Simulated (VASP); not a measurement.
CdTe (zinc blende): the mBJ gap over mesh and path against the volume, with the cell scaled uniformly; LDA's own equilibrium is at 32.856 Å³/atom. VASP (PAW), 400 eV cut-off, 8×8×8 Γ-centred mesh, Gaussian smearing of 0.050 eV, potentials Cd Te. mBJ is a potential without an energy functional, so only the levels count.  Fit the value as a straight line in ln V.

```csv
V (Å³/atom),mBJ gap over mesh and path (eV)
28.913,2.289
29.899,2.194
30.885,2.101
31.87,2.012
32.856,1.925
33.842,1.841
```

Problem. Fit the rows as the text says and predict the value at 34.828.

Solution. The slope against ln V is -2.85 eV, the volume deformation potential of this gap. The line misses the rows by up to 0.000 and gives 1.759 at 34.828. The run gave 1.759, -0.000 from the line.

Left out are failed runs and those whose mesh is unfit for this quantity.

The compound is CdTe in the zinc blende structure.
